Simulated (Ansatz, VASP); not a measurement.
# One calculation of NbO4, two programs

```xyz
5
Lattice="3.9878 0.0000 0.0000 0.0000 3.9878 0.0000 0.0000 0.0000 32.4753" Properties=species:S:1:pos:R:3 pbc="T T T"
Nb    0.0000    0.0000    9.5000
O     0.0000    0.0000    7.6000
O     0.0000    0.0000   11.4000
O     0.0000    1.9939    9.5000
O     1.9939    0.0000    9.5000
```

Change from the starting cell: species swapped into a sheet of the YbCl4 type.

Alike in both runs: functional PBE; k mesh 10 × 10 × 1; occupations gaussian, width 0.1 eV; no spin polarisation.

Ansatz relaxed the structure, and its values are those at the end. VASP's run is a single point on that final structure, the one shown.

|  | VASP | Ansatz |
| --- | --- | --- |
| version | VASP 6.6.1 | Ansatz 0.2.0 |
| potentials or method | VASP PAW PBE potentials, release 64 (Nb_sv, O) | scalar-relativistic, plane waves, PAW |
| plane-wave cutoff (eV) | 520 | 420 |
| valence electrons in the cell | 37 | 37 |

VASP gave:

* gap on the k mesh at the Fermi level (eV): none
* rms of the force components (eV/Å): 0.006

Task: Estimate Ansatz's values.

Result: gap on the k mesh at the Fermi level (eV): none; rms of the force components (eV/Å): 0.000.

A gap of «none» marks a metal or a gap that the smearing closes. With one functional, cell and mesh, what is left measures potentials, basis and numerics. Ansatz warned: «xc_potential_rough_in_thin_density».

Caveats: an odd number of electrons without spin polarisation forces a metal; a magnetic or distorted state may lie lower.
